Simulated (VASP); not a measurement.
A run of VASP 6.6.1 is set up as follows.

File INCAR:

```
SYSTEM = Bi4Te3
ALGO = Normal
EDIFF = 1E-6
EDIFFG = -0.01
ENCUT = 300
GGA = PE
IBRION = 2
ISIF = 3
ISMEAR = 0
KPAR = 2
LASPH = .True.
LCHARG = .False.
LREAL = .False.
LWAVE = .False.
NELM = 80
NSW = 90
PREC = Accurate
SIGMA = 0.03
```

KPOINTS

```
k-points
0
Gamma
  5 5 5
  0 0 0
```

POSCAR

```
Bi4Te3
1.0
    2.2255000000      1.2848930241     13.9626666667
   -2.2255000000      1.2848930241     13.9626666667
    0.0000000000     -2.5697860482     13.9626666667
Bi Te
4 3
Direct
    0.7171666667      0.7171666667      0.7171666667
    0.2828333333      0.2828333333      0.2828333333
    0.1460000000      0.1460000000      0.1460000000
    0.8540000000      0.8540000000      0.8540000000
    0.0000000000      0.0000000000      0.0000000000
    0.4260333333      0.4260333333      0.4260333333
    0.5739666667      0.5739666667      0.5739666667
```

Potentials or basis: VASP PAW PBE potentials, release 64 (Bi, Te).

Command:

```console
$ cat potpaw_PBE.64/Bi/POTCAR potpaw_PBE.64/Te/POTCAR > POTCAR
$ mpirun -np 2 vasp_std > vasp.out
```

Question: Estimate the band gap on the k mesh.

Answer: 0.35 eV, indirect (least direct gap 0.36 eV).

Question: What does it give for the relaxed volume?

Answer: 35.85 Å³/atom.

Step by step:
```csv
step,energy change (eV),largest force (eV/Å),pressure (GPa),volume (Å³)
1,0.0000,0.4077,0.92,239.56
2,-0.0493,0.4439,-0.30,246.43
3,-0.0532,0.4590,-0.73,249.16
4,-0.0906,0.3279,-0.33,248.37
5,-0.1025,0.2833,0.10,247.57
6,-0.1195,0.2192,0.06,248.10
7,-0.1501,0.1579,-0.03,249.72
8,-0.1227,0.3990,-0.04,252.94
9,-0.1541,0.1497,-0.05,250.59
10,-0.1618,0.0298,0.06,250.15
11,-0.1620,0.0323,0.08,250.06
12,-0.1623,0.0348,-0.15,251.51
13,-0.1625,0.0325,-0.06,250.97
14,-0.1629,0.0043,0.01,250.92
```

Caveat: spin-orbit coupling is left out, which as a rule narrows the gap of such compounds by several tenths of an eV; an odd mesh through Γ misses points on the zone boundary, where band edges often lie. Zero-point motion and thermal expansion aren't in these numbers.
